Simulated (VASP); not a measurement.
# Al2Au2 (ordered alloy cell): computed properties

Method: PBEsol GGA, VASP's PBE PAW potentials (set 64) (plane waves; VASP 6.6.1).

- space group: R-3m (166)
- cell: a = b = 3.075 Å, c = 12.112 Å, α = β = 90.00°, γ = 120.00°
- volume per atom: 16.53 Å³/atom
- band gap (on the k-mesh): none (metal, semimetal or under 0.01 eV)
- density: 11.25 g/cm³

Space group R-3m, hexagonal axes (No. 166); a = b = 3.0748 Å, c = 12.1119 Å, α = β = 90.00°, γ = 120.00°

| atom | site | symmetry | x | y | z |
|---|---|---|---|---|---|
| Au | 3a | -3m | 0.0000 | 0.0000 | 0.0000 |
| Al | 3b | -3m | 0.0000 | 0.0000 | 0.5000 |
(The calculation used a cell of 4 atoms; values per cell refer to that cell.)

Unless said otherwise, spin-orbit coupling is left out, though it shifts the bands of the heavy elements here.

The structure was generated: Al2Au2 was put into an ordered model structure (R-3m), which need not be its known phase. It was relaxed first. Symmetry was kept, so distortions that lower it aren't found.
